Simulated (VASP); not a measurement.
Given:

```
CELL_PARAMETERS angstrom
      2.93760     0.00000     0.00000
      0.00000     2.93760     0.00000
      0.00000     0.00000     2.93760
ATOMIC_POSITIONS crystal
  Cr 0.00000 0.00000 0.00000
  Cr 0.50000 0.50000 0.50000
```
Starting moments (μB, in the order of the record's atoms Cr Cr): 1.5 -1.5.

Calculation: PBE GGA, VASP's PBE PAW potentials (set 64) (plane waves; VASP). Settings: EDIFF = 1E-5, 400 eV cut-off, 11×11×11 Γ-centred mesh, first-order Methfessel-Paxton smearing of 0.10 eV, potentials Cr_pv.

Task: Give the stress tensor in GPa (positive for a compressed cell).

Result: 
```
-12.06    0.00    0.00
  0.00  -12.06    0.00
  0.00    0.00  -12.06
```
The pressure is its mean diagonal, -12.06 GPa.

The compound is Cr in the bcc, AFM order structure. The cell was not relaxed at this level. The run is one of a series of settings (EDIFF = 1E-5 against the base run), some of them coarse on purpose.
